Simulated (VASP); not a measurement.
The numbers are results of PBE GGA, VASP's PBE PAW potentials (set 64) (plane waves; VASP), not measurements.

VASP ran on this input.

KPOINTS:
```
Regular mesh
0
Gamma
5 5 4
```

File POSCAR:
```
Re2P
1
    4.0425170000     0.0000000000     0.0000000000
   -2.0212590000     3.5009230000     0.0000000000
    0.0000000000     0.0000000000     4.9531940000
P Re
2 4
Direct
  0.3333330000   0.6666670000   0.2500000000
  0.6666670000   0.3333330000   0.7500000000
  0.0000000000   0.0000000000   0.0000000000
  0.0000000000   0.0000000000   0.5000000000
  0.3333330000   0.6666670000   0.7500000000
  0.6666670000   0.3333330000   0.2500000000
```

INCAR:
```
SYSTEM = Re2P
PREC = Accurate; ENCUT = 300; LREAL = .FALSE.
LASPH = .TRUE.
EDIFF = 1E-6; NELM = 100; ALGO = Normal
LMAXMIX = 6
ISMEAR = -1; SIGMA = 0.1
GGA = PE
ISIF = 2
LWAVE = .FALSE.; LCHARG = .FALSE.
```

POTCAR, in this order: P Re (PBE.64 set). Program: vasp_std.

The resulting files:

OUTCAR:
```
 ion  position               nearest neighbor table
   1  0.333  0.667  0.250-   6 2.33   6 2.33   6 2.33   5 2.48   5 2.48   3 2.64   4 2.64   4 2.64
                             3 2.64   4 2.64   3 2.64
   2  0.667  0.333  0.750-   5 2.33   5 2.33   5 2.33   6 2.48   6 2.48   3 2.64   4 2.64   3 2.64
                             4 2.64   3 2.64   4 2.64
   3  0.000  0.000  0.000-   4 2.48   4 2.48   1 2.64   5 2.64   6 2.64   2 2.64   2 2.64   6 2.64
                             1 2.64   5 2.64   2 2.64   6 2.64   1 2.64   5 2.64
   4  0.000  0.000  0.500-   3 2.48   3 2.48   1 2.64   5 2.64   6 2.64   2 2.64   2 2.64   6 2.64
                             1 2.64   5 2.64   2 2.64   6 2.64   1 2.64   5 2.64
   5  0.333  0.667  0.750-   2 2.33   2 2.33   2 2.33   1 2.48   1 2.48   3 2.64   4 2.64   4 2.64
                             3 2.64   4 2.64   3 2.64   6 3.40   6 3.40   6 3.40   6 3.40   6 3.40
   6  0.667  0.333  0.250-   1 2.33   1 2.33   1 2.33   2 2.48   2 2.48   3 2.64   4 2.64   3 2.64
                             4 2.64   3 2.64   4 2.64   5 3.40   5 3.40   5 3.40   5 3.40   5 3.40
  LATTYP: Found a hexagonal cell.
 ALAT       =     4.0425170000
 C/A-ratio  =     1.2252747484
 Subroutine PRICEL returns:
 Original cell was already a primitive cell.
 Subroutine GETGRP returns: Found 24 space group operations
The static configuration has the point symmetry D_3d.
 The point group associated with its full space group is D_6h.
The dynamic configuration has the point symmetry D_3d.
 Subroutine INISYM returns: Found 24 space group operations
 Subroutine IBZKPT returns following result:
 Found     15 irreducible k-points:

 Following reciprocal coordinates:
            Coordinates               Weight
  0.000000  0.000000  0.000000      1.000000
  0.200000 -0.000000  0.000000      6.000000
  0.400000 -0.000000  0.000000      6.000000
  0.200000  0.200000  0.000000      6.000000
  0.400000  0.200000  0.000000      6.000000
  0.000000  0.000000  0.250000      2.000000
  0.200000 -0.000000  0.250000     12.000000
  0.400000 -0.000000  0.250000     12.000000
  0.200000  0.200000  0.250000     12.000000
  0.400000  0.200000  0.250000     12.000000
  0.000000  0.000000  0.500000      1.000000
  0.200000 -0.000000  0.500000      6.000000
...
```

OSZICAR:
```
       N       E                     dE             d eps       ncg     rms          rms(c)
DAV:   1     0.166071189487E+03    0.16607E+03   -0.13401E+04  1380   0.169E+03
DAV:   2    -0.307479083969E+02   -0.19682E+03   -0.18967E+03  1345   0.811E+02
DAV:   3    -0.537292778332E+02   -0.22981E+02   -0.21891E+02  1260   0.273E+02
DAV:   4    -0.566765229004E+02   -0.29472E+01   -0.28600E+01  1244   0.854E+01
DAV:   5    -0.571560429541E+02   -0.47952E+00   -0.46127E+00  1214   0.293E+01    0.890E+01
DAV:   6    -0.553208831475E+02    0.18352E+01   -0.80020E+00  1364   0.452E+01    0.433E+01
DAV:   7    -0.555244649988E+02   -0.20358E+00   -0.94091E+00  1364   0.542E+01    0.137E+01
DAV:   8    -0.547460845309E+02    0.77838E+00   -0.43082E+00  1348   0.402E+01    0.411E+00
DAV:   9    -0.547608487073E+02   -0.14764E-01   -0.28121E-01  1268   0.867E+00    0.143E+00
DAV:  10    -0.547555357522E+02    0.53130E-02   -0.35677E-02  1284   0.405E+00    0.505E-01
DAV:  11    -0.547556144320E+02   -0.78680E-04   -0.36163E-03  1316   0.947E-01    0.397E-01
DAV:  12    -0.547556697772E+02   -0.55345E-04   -0.49936E-04  1268   0.294E-01    0.538E-02
DAV:  13    -0.547556681370E+02    0.16402E-05   -0.11105E-04  1116   0.118E-01    0.280E-02
DAV:  14    -0.547556707078E+02   -0.25708E-05   -0.36669E-05   732   0.447E-02    0.118E-02
DAV:  15    -0.547556709894E+02   -0.28155E-06   -0.15252E-05   660   0.305E-02    0.519E-03
DAV:  16    -0.547556712268E+02   -0.23747E-06   -0.66128E-06   660   0.351E-02
   1 F= -.54755671E+02 E0= -.54660040E+02  d E =-.191263E+00
```

File OUTCAR:
```
------------------------ aborting loop because EDIFF is reached ----------------------------------------
  FORCE on cell =-STRESS in cart. coord.  units (eV):
  Direction    XX          YY          ZZ          XY          YZ          ZX
  --------------------------------------------------------------------------------------
  Total       34.8479154     34.8479270     31.7163104     -0.0000050      0.0000000      0.0000000
  in kB      796.4667216    796.4669868    724.8923052     -0.0001138      0.0000000      0.0000000
  external PRESSURE =     772.6086712 kB  Pullay stress =       0.0000000 kB
  volume of cell :       70.10
      direct lattice vectors                 reciprocal lattice vectors
     4.042517000  0.000000000  0.000000000     0.247370636  0.142819515  0.000000000
    -2.021259000  3.500923000  0.000000000     0.000000000  0.285638959  0.000000000
     0.000000000  0.000000000  4.953194000     0.000000000  0.000000000  0.201889932
 POSITION                                       TOTAL-FORCE (eV/Angst)
 -----------------------------------------------------------------------------------
     -0.00000      2.33395      1.23830         0.000000     -0.000000      0.000000
      2.02126      1.16697      3.71490        -0.000000      0.000000      0.000000
      0.00000      0.00000      0.00000         0.000000      0.000000      0.000000
      0.00000      0.00000      2.47660         0.000000      0.000000      0.000000
     -0.00000      2.33395      3.71490        -0.000000      0.000000      0.000000
      2.02126      1.16697      1.23830        -0.000000      0.000000      0.000000
 -----------------------------------------------------------------------------------
    total drift:                               -0.000038      0.000022      0.000007
  FREE ENERGIE OF THE ION-ELECTRON SYSTEM (eV)
  ---------------------------------------------------
  free  energy   TOTEN  =       -54.7556712268 eV

  energy  without entropy=      -54.5644078271  energy(sigma->0) =      -54.66003953
```
(Selected blocks of OUTCAR.)

File OUTCAR:
```
 val. band max:       12.2491241985   @ k =   0.2000   0.2000   0.2500

 cond. band min:      12.2569200620   @ k =   0.4000   0.2000   0.2500


 Fermi energy:        12.2557846634

 k-point     1 :       0.0000    0.0000    0.0000
  band No.  band energies     occupation
      1      -3.7921      2.00000
      2      -0.7315      2.00000
      3       3.0466      2.00000
      4       3.0467      2.00000
      5       4.0542      2.00000
      6       5.0495      2.00000
      7       5.7338      2.00000
      8       5.7338      2.00000
      9       5.7540      2.00000
     10       5.7540      2.00000
     11       7.2572      2.00000
     12       7.2572      2.00000
     13      10.6582      2.00000
     14      11.1384      1.99997
     15      11.3206      1.99983
     16      11.3206      1.99983
     17      11.6321      1.99610
     18      12.9457      0.00202
     19      12.9457      0.00201
     20      12.9533      0.00187
     21      12.9533      0.00187
     22      14.2341      0.00000
     23      15.7121      0.00000

 k-point     2 :       0.2000   -0.0000    0.0000
  band No.  band energies     occupation
      1      -3.2217      2.00000
      2      -1.0085      2.00000
      3       3.5225      2.00000
      4       3.8845      2.00000
      5       4.0566      2.00000
      6       4.2066      2.00000
      7       5.7757      2.00000
      8       6.0449      2.00000
      9       6.1493      2.00000
     10       6.1791      2.00000
     11       6.4668      2.00000
     12       7.2276      2.00000
     13      10.4540      2.00000
     14      10.7166      2.00000
     15      10.7200      2.00000
     16      10.9594      2.00000
     17      11.7014      1.99221
     18      12.2676      0.94077
     19      12.5095      0.14656
     20      12.8340      0.00614
     21      13.5494      0.00000
     22      13.8416      0.00000
     23      14.8772      0.00000

 k-point     3 :       0.4000   -0.0000    0.0000
...
```

At this cut-off the stress carries a Pulay error, which pulls relaxed volumes low. Unless said otherwise, spin-orbit coupling is left out, though it shifts the bands of the heavy elements here.

The structure was generated: Re2P was put into an ordered model structure, which need not be its known phase. The cell was not relaxed at this level. The k-mesh is coarse (spacing up to 0.36 per Å, 2π included), so the numbers may not be converged in it.
